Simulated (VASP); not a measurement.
# V: V into a neighbouring V vacancy, part 4 of 5

How hard is this move in V: V into a neighbouring V vacancy? Both ends are relaxed first, then a band of images between them.

VASP 6.6.1; PBEsol, no spin polarisation; plane waves and PAW (V).

So far. Step 4 (Relax the start): The run ended after 13 ionic steps, 0.584 eV below its first step, once the forces on the free atoms met EDIFFG = -0.05. Step 5 (Relax the end): The run ended after 13 ionic steps, 0.621 eV below its first step, once the forces on the free atoms met EDIFFG = -0.05.

### 6. Nudged elastic band

Images on a straight line between the ends relax across the path, while springs keep them spaced along it.

File INCAR:

```
SYSTEM = V
PREC = Normal
ENCUT = 280
EDIFF = 1E-05
NELM = 120
ISMEAR = 1
SIGMA = 0.15
LREAL = Auto
ALGO = Fast
GGA = PS
NBANDS = 174
LASPH = .TRUE.
LWAVE = .FALSE.
LCHARG = .FALSE.
NCORE = 2
IMAGES = 3
SPRING = -5
IBRION = 1
POTIM = 0.3
NSW = 50
EDIFFG = -0.05
ISYM = 0
ISIF = 0
```

File POSCAR:

```
V
1.0
    8.8297515336      0.0000000000      0.0000000000
    0.0000000000      8.8297515336      0.0000000000
    0.0000000000      0.0000000000      8.8297515336
V
53
Direct
    0.3446230572      0.9995026242      0.9991229856
    0.6546736186      0.9993839222      0.9985744828
    0.0004202390      0.3450612256      0.9992714241
    0.9999599995      0.9996118729      0.3441534103
    0.1558566798      0.1560581058      0.1559974282
    0.3305737698      0.3304539711      0.9994394945
    0.3310451487      0.9999679089      0.3303104117
    0.5000609098      0.1686851063      0.1682452178
    0.6693728895      0.3309834214      0.9991857893
    0.6694470068      0.9998200769      0.3299194146
    0.8440844563      0.1558491327      0.1550645594
    0.0001754907      0.6553668818      0.9992040429
    0.0003546489      0.3307321025      0.3299766891
    0.1694509279      0.5001732635      0.1684986993
    0.3305508537      0.6693937906      0.9993687342
    0.9999691067      0.0000870731      0.6547770556
    0.1690518083      0.1690025669      0.4992444141
    0.3323213356      0.3314406462      0.3314670779
    0.5002562093      0.4996689966      0.1649606227
    0.6698111882      0.6691272530      0.9994633878
    0.3305130342      0.0002407001      0.6687656989
    0.5001220845      0.1651996656      0.4994447875
    0.6681717994      0.3313912785      0.3313031416
    0.8310038051      0.4996038048      0.1684844777
    0.6698221462      0.9999990137      0.6684972402
    0.8309396908      0.1690781519      0.4993487693
    0.0006742279      0.6692737878      0.3296828998
    0.1568501459      0.8435505397      0.1563323525
    0.9999071704      0.3304794677      0.6686565029
    0.1658369972      0.4998014592      0.4994456692
    0.3322634786      0.6674588978      0.3318254643
    0.5003134213      0.8306655039      0.1687129834
    0.1559921310      0.1563264084      0.8436316017
    0.3321905892      0.3320066172      0.6672540962
    0.5002404388      0.4996866360      0.4990637748
    0.6682697461      0.6676341868      0.3314400511
    0.8436176706      0.8442616559      0.1551562017
    0.4996970729      0.1691289549      0.8303652347
    0.6678842792      0.3321419500      0.6674585869
    0.8347255277      0.4999652347      0.4991119589
    0.8432252360      0.1564134281      0.8436154964
    0.0003377394      0.6688000055      0.6685810598
    0.1694448164      0.8307948087      0.4995179089
    0.1693585993      0.4999790725      0.8304039456
    0.3324692498      0.6675619983      0.6671748594
    0.5000233149      0.8347298832      0.4991117885
    0.5001266965      0.5000216567      0.8342157808
    0.6682534572      0.6676988149      0.6669523054
    0.8313569652      0.8308468782      0.4989774914
    0.8309333706      0.4998593640      0.8302421929
    0.1564892317      0.8433319847      0.8425757634
    0.5002942916      0.8308561072      0.8302045896
    0.8436920970      0.8435706226      0.8425195527
```

File KPOINTS:

```
Automatic mesh
0
Monkhorst-Pack
2 2 2
0 0 0
```

File 00/POSCAR:

```
V
1.0
    8.8297515336      0.0000000000      0.0000000000
    0.0000000000      8.8297515336      0.0000000000
    0.0000000000      0.0000000000      8.8297515336
V
53
Direct
    0.3446230572      0.9995026242      0.9991229856
    0.6546736186      0.9993839222      0.9985744828
    0.0004202390      0.3450612256      0.9992714241
    0.9999599995      0.9996118729      0.3441534103
    0.1558566798      0.1560581058      0.1559974282
    0.3305737698      0.3304539711      0.9994394945
    0.3310451487      0.9999679089      0.3303104117
    0.5000609098      0.1686851063      0.1682452178
    0.6693728895      0.3309834214      0.9991857893
    0.6694470068      0.9998200769      0.3299194146
    0.8440844563      0.1558491327      0.1550645594
    0.0001754907      0.6553668818      0.9992040429
    0.0003546489      0.3307321025      0.3299766891
    0.1694509279      0.5001732635      0.1684986993
    0.3305508537      0.6693937906      0.9993687342
    0.9999691067      0.0000870731      0.6547770556
    0.1690518083      0.1690025669      0.4992444141
    0.3323213356      0.3314406462      0.3314670779
    0.5002562093      0.4996689966      0.1649606227
    0.6698111882      0.6691272530      0.9994633878
    0.3305130342      0.0002407001      0.6687656989
    0.5001220845      0.1651996656      0.4994447875
    0.6681717994      0.3313912785      0.3313031416
    0.8310038051      0.4996038048      0.1684844777
    0.6698221462      0.9999990137      0.6684972402
    0.8309396908      0.1690781519      0.4993487693
    0.0006742279      0.6692737878      0.3296828998
    0.1568501459      0.8435505397      0.1563323525
    0.9999071704      0.3304794677      0.6686565029
    0.1658369972      0.4998014592      0.4994456692
    0.3322634786      0.6674588978      0.3318254643
    0.5003134213      0.8306655039      0.1687129834
    0.1559921310      0.1563264084      0.8436316017
    0.3321905892      0.3320066172      0.6672540962
    0.5002404388      0.4996866360      0.4990637748
    0.6682697461      0.6676341868      0.3314400511
    0.8436176706      0.8442616559      0.1551562017
    0.4996970729      0.1691289549      0.8303652347
    0.6678842792      0.3321419500      0.6674585869
    0.8347255277      0.4999652347      0.4991119589
    0.8432252360      0.1564134281      0.8436154964
    0.0003377394      0.6688000055      0.6685810598
    0.1694448164      0.8307948087      0.4995179089
    0.1693585993      0.4999790725      0.8304039456
    0.3324692498      0.6675619983      0.6671748594
    0.5000233149      0.8347298832      0.4991117885
    0.5001266965      0.5000216567      0.8342157808
    0.6682534572      0.6676988149      0.6669523054
    0.8313569652      0.8308468782      0.4989774914
    0.8309333706      0.4998593640      0.8302421929
    0.1564892317      0.8433319847      0.8425757634
    0.5002942916      0.8308561072      0.8302045896
    0.8436920970      0.8435706226      0.8425195527
```

File 01/POSCAR:

```
V
1.0
    8.8297515336      0.0000000000      0.0000000000
    0.0000000000      8.8297515336      0.0000000000
    0.0000000000      0.0000000000      8.8297515336
V
53
Direct
    0.3390383196      1.0022312331      1.0018984198
    0.6577706252      0.9988721658      0.9982202533
    0.0031251699      0.3392542013      1.0019361257
    1.0025650481      1.0022437923      0.3386880294
    0.1195883040      0.1195727509      0.1194886274
    0.3289242258      0.3285332497      1.0020609968
    0.3289559864      1.0025274383      0.3281975512
    0.5030384274      0.1680618047      0.1677812648
    0.6686505696      0.3320765790      0.9986186278
    0.6687608335      0.9991894274      0.3312263357
    0.8385646474      0.1585114465      0.1577810116
   -0.0004131720      0.6583307808      0.9986714299
    0.0029239459      0.3287059446      0.3279739734
    0.1687662479      0.5029705692      0.1677652002
    0.3319365781      0.6687051220      0.9987447433
    0.9994424774     -0.0005512408      0.6575786893
    0.1683897072      0.1683343512      0.5020778833
    0.3298767164      0.3292567623      0.3291102081
    0.4996556207      0.4990313402      0.1652350250
    0.6691047275      0.6684060827      0.9996986568
    0.3318410499     -0.0005151406      0.6679342861
    0.4994053381      0.1655223409      0.4987010015
    0.6679349809      0.3324262385      0.3321924590
    0.8324239091      0.4989757933      0.1678207948
    0.6690572216      1.0002530882      0.6678292463
    0.8321702975      0.1684697415      0.4987244176
   -0.0000276241      0.6685364861      0.3310820515
    0.1592623814      0.8380245180      0.1588521489
    0.9994040393      0.3316722663      0.6680911697
    0.1661338564      0.4991268992      0.4987813944
    0.3331620987      0.6672423182      0.3325988174
    0.4996840197      0.8318855902      0.1679246968
    0.1588054830      0.1589328994      0.8380579831
    0.3330999100      0.3328087268      0.6669406308
    0.4998933872      0.4994462210      0.4987327854
    0.6678288538      0.6673375295      0.3314213303
    0.8417128303      0.8420974970      0.1579439512
    0.4992355953      0.1684470686      0.8316287900
    0.6675549980      0.3320900294      0.6670202074
    0.8347187232      0.4995589568      0.4989024645
    0.8414304527      0.1590755485      0.8414652466
    0.0006555730      0.6681333298      0.6679741424
    0.1687717128      0.8320363814      0.4988617815
    0.1688307792      0.4992458360      0.8317282543
    0.3324138070      0.6672888876      0.6668946996
    0.4997262813      0.8346162766      0.4988563927
    0.4998965170      0.4996532162      0.8341285337
    0.6679371882      0.6674389939      0.6666836476
    0.8322029174      0.8317325762      0.4987569386
    0.8319027366      0.4994688458      0.8311588956
    0.1590843362      0.8414569467      0.8406991511
    0.4999344469      0.8317088605      0.8311671592
    0.8415689104      0.8413105126      0.8403133314
```

File 02/POSCAR:

```
V
1.0
    8.8297515336      0.0000000000      0.0000000000
    0.0000000000      8.8297515336      0.0000000000
    0.0000000000      0.0000000000      8.8297515336
V
53
Direct
    0.3334535820      1.0049598420      1.0046738540
    0.6608676318      0.9983604093      0.9978660238
    0.0058301009      0.3334471771      1.0046008272
    1.0051700966      1.0048757116      0.3332226486
    0.0833199282      0.0830873960      0.0829798266
    0.3272746818      0.3266125283      1.0046824991
    0.3268668240      1.0050869678      0.3260846908
    0.5060159451      0.1674385030      0.1673173118
    0.6679282498      0.3331697367      0.9980514664
    0.6680746602      0.9985587780      0.3325332568
    0.8330448385      0.1611737604      0.1604974638
   -0.0010018346      0.6612946798      0.9981388168
    0.0054932429      0.3266797866      0.3259712578
    0.1680815680      0.5057678749      0.1670317010
    0.3333223024      0.6680164535      0.9981207524
    0.9989158480     -0.0011895547      0.6603803231
    0.1677276060      0.1676661354      0.5049113526
    0.3274320972      0.3270728784      0.3267533382
    0.4990550320      0.4983936838      0.1655094274
    0.6683982669      0.6676849124      0.9999339258
    0.3331690656     -0.0012709812      0.6671028732
    0.4986885916      0.1658450163      0.4979572155
    0.6676981624      0.3334611986      0.3330817765
    0.8338440132      0.4983477818      0.1671571120
    0.6682922970      1.0005071627      0.6671612524
    0.8334009043      0.1678613312      0.4981000660
   -0.0007294762      0.6677991844      0.3324812032
    0.1616746168      0.8324984963      0.1613719453
    0.9989009082      0.3328650649      0.6675258365
    0.1664307156      0.4984523392      0.4981171197
    0.3340607188      0.6670257386      0.3333721705
    0.4990546181      0.8331056765      0.1671364102
    0.1616188350      0.1615393904      0.8324843644
    0.3340092308      0.3336108364      0.6666271655
    0.4995463356      0.4992058060      0.4984017960
    0.6673879616      0.6670408722      0.3314026095
    0.8398079899      0.8399333381      0.1607317007
    0.4987741177      0.1677651822      0.8328923454
    0.6672257167      0.3320381089      0.6665818280
    0.8347119186      0.4991526789      0.4986929702
    0.8396356693      0.1617376689      0.8393149968
    0.0009734067      0.6674666542      0.6673672250
    0.1680986092      0.8332779541      0.4982056541
    0.1683029590      0.4985125996      0.8330525630
    0.3323583643      0.6670157770      0.6666145399
    0.4994292478      0.8345026700      0.4986009968
    0.4996663375      0.4992847756      0.8340412866
    0.6676209193      0.6671791728      0.6664149897
    0.8330488695      0.8326182742      0.4985363858
    0.8328721026      0.4990783276      0.8320755982
    0.1616794406      0.8395819088      0.8388225389
    0.4995746023      0.8325616138      0.8321297288
    0.8394457238      0.8390504027      0.8381071100
```

File 03/POSCAR:

```
V
1.0
    8.8297515336      0.0000000000      0.0000000000
    0.0000000000      8.8297515336      0.0000000000
    0.0000000000      0.0000000000      8.8297515336
V
53
Direct
    0.3278688444      1.0076884509      1.0074492883
    0.6639646383      0.9978486528      0.9975117942
    0.0085350318      0.3276401528      1.0072655288
    1.0077751452      1.0075076310      0.3277572677
    0.0470515524      0.0466020411      0.0464710259
    0.3256251379      0.3246918069      1.0073040014
    0.3247776617      1.0076464972      0.3239718303
    0.5089934628      0.1668152014      0.1668533589
    0.6672059299      0.3342628944      0.9974843050
    0.6673884868      0.9979281286      0.3338401780
    0.8275250296      0.1638360742      0.1632139159
   -0.0015904973      0.6642585789      0.9976062038
    0.0080625399      0.3246536287      0.3239685421
    0.1673968880      0.5085651806      0.1662982018
    0.3347080268      0.6673277850      0.9974967615
    0.9983892187     -0.0018278686      0.6631819568
    0.1670655048      0.1669979197      0.5077448218
    0.3249874781      0.3248889944      0.3243964684
    0.4984544434      0.4977560275      0.1657838298
    0.6676918062      0.6669637422      1.0001691948
    0.3344970813     -0.0020268219      0.6662714604
    0.4979718452      0.1661676916      0.4972134295
    0.6674613440      0.3344961587      0.3339710940
    0.8352641172      0.4977197702      0.1664934291
    0.6675273724      1.0007612372      0.6664932584
    0.8346315110      0.1672529208      0.4974757144
   -0.0014313282      0.6670618828      0.3338803550
    0.1640868523      0.8269724746      0.1638917417
    0.9983977772      0.3340578635      0.6669605032
    0.1667275747      0.4977777791      0.4974528450
    0.3349593390      0.6668091589      0.3341455236
    0.4984252165      0.8343257628      0.1663481237
    0.1644321869      0.1641458815      0.8269107458
    0.3349185515      0.3344129459      0.6663137002
    0.4991992839      0.4989653909      0.4980708067
    0.6669470693      0.6667442148      0.3313838887
    0.8379031496      0.8377691792      0.1635194503
    0.4983126401      0.1670832958      0.8341559007
    0.6668964354      0.3319861884      0.6661434485
    0.8347051140      0.4987464010      0.4984834758
    0.8378408859      0.1643997893      0.8371647471
    0.0012912404      0.6667999785      0.6667603075
    0.1674255055      0.8345195269      0.4975495267
    0.1677751389      0.4977793631      0.8343768718
    0.3323029215      0.6667426664      0.6663343801
    0.4991322142      0.8343890635      0.4983456010
    0.4994361580      0.4989163350      0.8339540396
    0.6673046504      0.6669193517      0.6661463318
    0.8338948216      0.8335039721      0.4983158329
    0.8338414687      0.4986878093      0.8329923009
    0.1642745451      0.8377068708      0.8369459266
    0.4992147576      0.8334143671      0.8330922983
    0.8373225372      0.8367902928      0.8359008886
```

File 04/POSCAR:

```
V
1.0
    8.8297515336      0.0000000000      0.0000000000
    0.0000000000      8.8297515336      0.0000000000
    0.0000000000      0.0000000000      8.8297515336
V
53
Direct
    0.3222841068      1.0104170598      1.0102247225
    0.6670616449      0.9973368964      0.9971575647
    0.0112399627      0.3218331285      1.0099302304
    1.0103801937      1.0101395504      0.3222918868
    0.0107831766      0.0101166862      0.0099622251
    0.3239755939      0.3227710855      1.0099255037
    0.3226884994      1.0102060266      0.3218589698
    0.5119709804      0.1661918998      0.1663894059
    0.6664836100      0.3353560520      0.9969171435
    0.6667023135      0.9972974791      0.3351470991
    0.8220052207      0.1664983880      0.1659303681
   -0.0021791600      0.6672224779      0.9970735908
    0.0106318369      0.3226274708      0.3219658264
    0.1667122080      0.5113624863      0.1655647027
    0.3360937512      0.6666391164      0.9968727706
    0.9978625894     -0.0024661825      0.6659835905
    0.1664034037      0.1663297040      0.5105782910
    0.3225428589      0.3227051105      0.3220395986
    0.4978538548      0.4971183711      0.1660582321
    0.6669853456      0.6662425719      1.0004044638
    0.3358250970     -0.0027826625      0.6654400475
    0.4972550988      0.1664903670      0.4964696435
    0.6672245255      0.3355311187      0.3348604114
    0.8366842212      0.4970917587      0.1658297463
    0.6667624478      1.0010153117      0.6658252645
    0.8358621178      0.1666445104      0.4968513627
   -0.0021331802      0.6663245811      0.3352795067
    0.1664990878      0.8214464529      0.1664115381
    0.9978946461      0.3352506621      0.6663951700
    0.1670244339      0.4971032191      0.4967885702
    0.3358579591      0.6665925793      0.3349188767
    0.4977958149      0.8355458491      0.1655598371
    0.1672455389      0.1667523725      0.8213371272
    0.3358278723      0.3352150555      0.6660002348
    0.4988522323      0.4987249759      0.4977398173
    0.6665061770      0.6664475575      0.3313651679
    0.8359983093      0.8356050203      0.1663071998
    0.4978511625      0.1664014095      0.8354194560
    0.6665671542      0.3319342678      0.6657050690
    0.8346983095      0.4983401231      0.4982739814
    0.8360461026      0.1670619097      0.8350144973
    0.0016090740      0.6661333029      0.6661533901
    0.1667524019      0.8357610996      0.4968933993
    0.1672473188      0.4970461266      0.8357011805
    0.3322474788      0.6664695557      0.6660542204
    0.4988351806      0.8342754569      0.4980902052
    0.4992059785      0.4985478945      0.8338667925
    0.6669883814      0.6666595307      0.6658776740
    0.8347407738      0.8343896701      0.4980952801
    0.8348108347      0.4982972911      0.8339090036
    0.1668696496      0.8358318328      0.8350693144
    0.4988549129      0.8342671204      0.8340548679
    0.8351993506      0.8345301828      0.8336946673
```

PAW data sets: V (PBE family, release 64).

Command:

```sh
mpirun -np 6 vasp_std
```

The log of the run:

```text
[banner, memory and clock lines left out]
running    6 mpi-ranks, on    1 nodes
 each image running on    2 cores
[...]
01/POSCAR found :  1 types and      53 ions
 [... a notice as in an earlier step ...]

 LDA part: xc-table for (Slater+PW92), standard interpolation
[...]
00/POSCAR found :  1 types and      53 ions
[...]
04/POSCAR found :  1 types and      53 ions
 POSCAR, INCAR and KPOINTS ok, starting setup
[...]
entering main loop
       N       E                     dE             d eps       ncg     rms          rms(c)
DAV:   1     0.154715854599E+04    0.15472E+04   -0.53409E+04  1392   0.105E+03
DAV:   2    -0.266949663111E+03   -0.18141E+04   -0.17416E+04  1392   0.335E+02
DAV:   3    -0.553622075656E+03   -0.28667E+03   -0.26524E+03  2236   0.149E+02
DAV:   4    -0.581857245390E+03   -0.28235E+02   -0.26053E+02  2216   0.606E+01
DAV:   5    -0.583128065741E+03   -0.12708E+01   -0.12381E+01  2184   0.114E+01    0.958E+01
RMM:   6    -0.516521562103E+03    0.66607E+02   -0.23428E+02  1392   0.784E+01    0.244E+01
RMM:   7    -0.538508761343E+03   -0.21987E+02   -0.13829E+02  1392   0.537E+01    0.401E+01
RMM:   8    -0.507356955055E+03    0.31152E+02   -0.66033E+01  1392   0.418E+01    0.143E+01
[...]
RMM:  22    -0.506653538116E+03    0.10000E-03   -0.43637E-04  1427   0.910E-02    0.508E-02
RMM:  23    -0.506653556829E+03   -0.18713E-04   -0.42813E-04  1899   0.443E-02    0.465E-02
RMM:  24    -0.506653533282E+03    0.23546E-04   -0.74947E-05  1418   0.323E-02    0.263E-02
RMM:  25    -0.506653533183E+03    0.99801E-07   -0.42206E-05  1073   0.174E-02
   1 F= -.50665353E+03 E0= -.50666347E+03  d E =-.506654E+03
[... from here on, the cycles between the ionic steps are left out ...]
   2 F= -.50670765E+03 E0= -.50671835E+03  d E =-.541195E-01
   3 F= -.50678409E+03 E0= -.50679507E+03  d E =-.764406E-01
   4 F= -.50679551E+03 E0= -.50680637E+03  d E =-.114181E-01
   5 F= -.50681532E+03 E0= -.50682569E+03  d E =-.198047E-01
   6 F= -.50682122E+03 E0= -.50683131E+03  d E =-.590215E-02
   7 F= -.50682743E+03 E0= -.50683704E+03  d E =-.620789E-02
   8 F= -.50683040E+03 E0= -.50683964E+03  d E =-.297205E-02
   9 F= -.50683378E+03 E0= -.50684238E+03  d E =-.337872E-02
  10 F= -.50683561E+03 E0= -.50684379E+03  d E =-.183472E-02
  11 F= -.50683751E+03 E0= -.50684514E+03  d E =-.190152E-02
  12 F= -.50683884E+03 E0= -.50684614E+03  d E =-.132901E-02
  13 F= -.50683993E+03 E0= -.50684703E+03  d E =-.108834E-02
  14 F= -.50684135E+03 E0= -.50684831E+03  d E =-.141915E-02
 BRION: g(F)=  0.141E-02 g(S)=  0.000E+00
 BRIONS problems: POTIM should be increased
 retain N=  1 mean eig= 8.62
 eig:   8.624
 reached required accuracy - stopping structural energy minimisation
```

Wall time 10 min (6 MPI ranks of Intel Xeon 6975P-C (Granite Rapids), shared host); peak memory 1.5 GiB; 54 min of CPU time.

[end of part 4 of 5]

[Lines on the potential files, build, host, timing and source positions are cut from VASP's logs without a mark.]

[Logs are printed without paths, hosts, clocks, repeated set-up lines and the standing remarks that a program may print on its own settings, such as how far it seeks lower states.]

[Hosts, paths, dates, database ids (printed as entryN), source tags and the programs' standing remarks are cut or masked in the printed files.]

[Runs that stopped without an error message from VASP are left out.]
